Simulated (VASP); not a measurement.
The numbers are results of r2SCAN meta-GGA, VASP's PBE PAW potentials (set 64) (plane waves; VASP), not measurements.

The input files of a VASP run:

KPOINTS:
```
K-points
0
gamma
 6 6 3
0 0 0
```

INCAR:
```
SYSTEM = CdSe
PREC = Accurate
ENCUT = 400
EDIFF = 1E-6
NELM = 100
ALGO = Normal
LREAL = .FALSE.
LASPH = .TRUE.
ISMEAR = 0
SIGMA = 0.05
METAGGA = R2SCAN
LMIXTAU = .TRUE.
LMAXMIX = 4
LWAVE = .FALSE.
LCHARG = .FALSE.
IBRION = 2
ISIF = 3
NSW = 60
EDIFFG = -0.02
```

File POSCAR:
```
CdSe
1
    2.1553849759    -3.7332360500    -0.0000000000
    2.1553849759     3.7332360500     0.0000000000
    0.0000000000     0.0000000000     7.0116428145
Cd Se
2 2
Direct
  0.6666670000   0.3333330000   0.5001196253
  0.3333330000   0.6666670000   0.0001196253
  0.6666670000   0.3333330000   0.8758803747
  0.3333330000   0.6666670000   0.3758803747
```

POTCAR, in this order: Cd Se (PBE.64 set). Program: vasp_std.

Output of the run:

**OSZICAR**
```
       N       E                     dE             d eps       ncg     rms          rms(c)
DAV:   1     0.152076574710E+03    0.15208E+03   -0.15449E+04   624   0.123E+03
DAV:   2    -0.700670612287E+02   -0.22214E+03   -0.21743E+03   694   0.325E+02
DAV:   3    -0.814647448909E+02   -0.11398E+02   -0.11365E+02   724   0.763E+01
DAV:   4    -0.815520217171E+02   -0.87277E-01   -0.87257E-01   700   0.656E+00
DAV:   5    -0.815527610884E+02   -0.73937E-03   -0.73935E-03   742   0.550E-01    0.882E+00
DAV:   6    -0.752592930828E+02    0.62935E+01   -0.66392E+00   712   0.343E+01    0.101E+01
DAV:   7    -0.732721884228E+02    0.19871E+01   -0.62359E-01   622   0.804E+00    0.739E+00
DAV:   8    -0.735581739559E+02   -0.28599E+00   -0.55506E-01   616   0.739E+00    0.716E-01
DAV:   9    -0.710692193137E+02    0.24890E+01   -0.11469E+00   616   0.730E+00    0.820E-01
DAV:  10    -0.712382010688E+02   -0.16898E+00   -0.67197E-02   640   0.204E+00    0.797E-01
DAV:  11    -0.712304866623E+02    0.77144E-02   -0.52325E-03   730   0.622E-01    0.893E-01
DAV:  12    -0.714679386864E+02   -0.23745E+00   -0.81003E-02   646   0.160E+00    0.293E-01
DAV:  13    -0.717969983082E+02   -0.32906E+00   -0.22036E-01   652   0.289E+00    0.450E-01
DAV:  14    -0.717772606549E+02    0.19738E-01   -0.53059E-02   646   0.183E+00    0.302E-01
DAV:  15    -0.717918055124E+02   -0.14545E-01   -0.74615E-03   628   0.696E-01    0.976E-02
DAV:  16    -0.717996297789E+02   -0.78243E-02   -0.36106E-03   682   0.341E-01    0.792E-02
DAV:  17    -0.718047964559E+02   -0.51667E-02   -0.10703E-03   622   0.290E-01    0.683E-02
DAV:  18    -0.718074441795E+02   -0.26477E-02   -0.24914E-03   634   0.374E-01    0.499E-02
DAV:  19    -0.718077797340E+02   -0.33555E-03   -0.30023E-04   628   0.159E-01    0.310E-02
DAV:  20    -0.718077329375E+02    0.46797E-04   -0.10258E-04   694   0.771E-02    0.199E-02
DAV:  21    -0.718077622682E+02   -0.29331E-04   -0.96367E-05   628   0.885E-02    0.978E-03
DAV:  22    -0.718078075505E+02   -0.45282E-04   -0.23225E-05   652   0.405E-02    0.870E-03
DAV:  23    -0.718078108047E+02   -0.32542E-05   -0.46568E-06   590   0.157E-02    0.805E-03
DAV:  24    -0.718078102963E+02    0.50843E-06   -0.90850E-07   410   0.646E-03
   1 F= -.71807810E+02 E0= -.71807810E+02  d E =-.718078E+02
       N       E                     dE             d eps       ncg     rms          rms(c)
DAV:   1    -0.720635678220E+02   -0.25576E+00   -0.61119E+00   652   0.274E+01    0.422E+00
DAV:   2    -0.718297668638E+02    0.23380E+00   -0.61683E-01   634   0.101E+01    0.140E+00
DAV:   3    -0.718184271463E+02    0.11340E-01   -0.59408E-02   652   0.237E+00    0.130E+00
DAV:   4    -0.717923324038E+02    0.26095E-01   -0.31785E-02   616   0.142E+00    0.295E-01
DAV:   5    -0.718047075569E+02   -0.12375E-01   -0.26993E-02   616   0.141E+00    0.911E-02
DAV:   6    -0.718112224032E+02   -0.65148E-02   -0.11437E-02   616   0.934E-01    0.641E-02
DAV:   7    -0.718139601689E+02   -0.27378E-02   -0.73627E-04   640   0.251E-01    0.247E-02
DAV:   8    -0.718139992453E+02   -0.39076E-04   -0.36905E-05   718   0.517E-02    0.149E-02
DAV:   9    -0.718142739819E+02   -0.27474E-03   -0.19579E-04   628   0.125E-01    0.461E-03
DAV:  10    -0.718142983545E+02   -0.24373E-04   -0.78327E-06   586   0.272E-02    0.423E-03
DAV:  11    -0.718142955681E+02    0.27864E-05   -0.41985E-07   458   0.512E-03    0.238E-03
DAV:  12    -0.718142989953E+02   -0.34271E-05   -0.11283E-06   416   0.117E-02    0.109E-03
DAV:  13    -0.718142978414E+02    0.11539E-05   -0.35062E-07   332   0.595E-03    0.177E-03
DAV:  14    -0.718142985143E+02   -0.67294E-06   -0.24540E-08   344   0.135E-03
   2 F= -.71814299E+02 E0= -.71814299E+02  d E =-.648822E-02
       N       E                     dE             d eps       ncg     rms          rms(c)
DAV:   1    -0.718393725545E+02   -0.25075E-01   -0.56631E-01   652   0.818E+00    0.119E+00
DAV:   2    -0.718166347666E+02    0.22738E-01   -0.62210E-02   628   0.320E+00    0.386E-01
DAV:   3    -0.718159518868E+02    0.68288E-03   -0.59840E-03   628   0.734E-01    0.356E-01
DAV:   4    -0.718131055783E+02    0.28463E-02   -0.31968E-03   616   0.446E-01    0.683E-02
DAV:   5    -0.718150173539E+02   -0.19118E-02   -0.27361E-03   616   0.446E-01    0.287E-02
DAV:   6    -0.718154186896E+02   -0.40134E-03   -0.10639E-03   616   0.285E-01    0.244E-02
DAV:   7    -0.718157559034E+02   -0.33721E-03   -0.96942E-05   628   0.899E-02    0.673E-03
DAV:   8    -0.718157554039E+02    0.49942E-06   -0.25243E-06   624   0.137E-02
   3 F= -.71815755E+02 E0= -.71815755E+02  d E =-.794511E-02
```

**OUTCAR**
```
------------------------ aborting loop because EDIFF is reached ----------------------------------------
  FORCE on cell =-STRESS in cart. coord.  units (eV):
  Direction    XX          YY          ZZ          XY          YZ          ZX
  --------------------------------------------------------------------------------------
  Total       -0.0127738     -0.0127738      0.0316488      0.0000000      0.0000000      0.0000000
  in kB       -0.1778013     -0.1778012      0.4405249      0.0000000      0.0000000      0.0000000
  external PRESSURE =       0.0283075 kB  Pullay stress =       0.0000000 kB
  volume of cell :      115.11
      direct lattice vectors                 reciprocal lattice vectors
     2.168461118 -3.755884588  0.000000000     0.230578264 -0.133124431  0.000000000
     2.168461118  3.755884588 -0.000000000     0.230578264  0.133124431  0.000000000
     0.000000000  0.000000000  7.066485475     0.000000000  0.000000000  0.141513062
  FREE ENERGIE OF THE ION-ELECTRON SYSTEM (eV)
  ---------------------------------------------------
  free  energy   TOTEN  =       -71.8157554039 eV

  energy  without entropy=      -71.8157554039  energy(sigma->0) =      -71.81575540

 reached required accuracy - stopping structural energy minimisation
```
(Selected blocks of OUTCAR.)

CONTCAR:
```
CdSe
   1.00000000000000
     2.1684611176680266   -3.7558845875751938    0.0000000000000000
     2.1684611176680266    3.7558845875751938   -0.0000000000000000
     0.0000000000000000    0.0000000000000000    7.0664854751202970
  Cd              Se
     2     2
Direct
     0.6666669999999968    0.3333330000000032    0.5000101550841911
     0.3333330000000032    0.6666669999999968    0.0000101550841911
     0.6666669999999968    0.3333330000000032    0.8759898449158137
     0.3333330000000032    0.6666669999999968    0.3759898449158137
```

Energy and stress use the plane-wave basis of the starting cell.

The compound is CdSe in the wurtzite structure. This run relaxes it. Symmetry was kept, so distortions that lower it aren't found. The start is the result of an earlier pass.
